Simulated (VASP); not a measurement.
Given:

```
Pt
1.0
    0.00000     2.09431     2.09431
    2.09431     0.00000     2.09431
    2.09431     2.09431     0.00000
Pt
1
Direct
  0.00000   0.00000   0.00000
```

Computed with vdW-DF2, VASP's PBE PAW potentials (set 64) (plane waves; VASP 6.6.1). Numerical set-up: 520 eV cut-off, 15×15×15 Γ-centred mesh, first-order Methfessel-Paxton smearing of 0.10 eV, potentials Pt.

### Question
Give the stress tensor in GPa (positive for a compressed cell).

### Answer

```
-8.55   0.00   0.00
 0.00  -8.55   0.00
 0.00   0.00  -8.55
```
The pressure is its mean diagonal, -8.55 GPa.

The compound is Pt in the fcc structure. This cell is one point of a volume scan, at 1.06 of the reference volume.
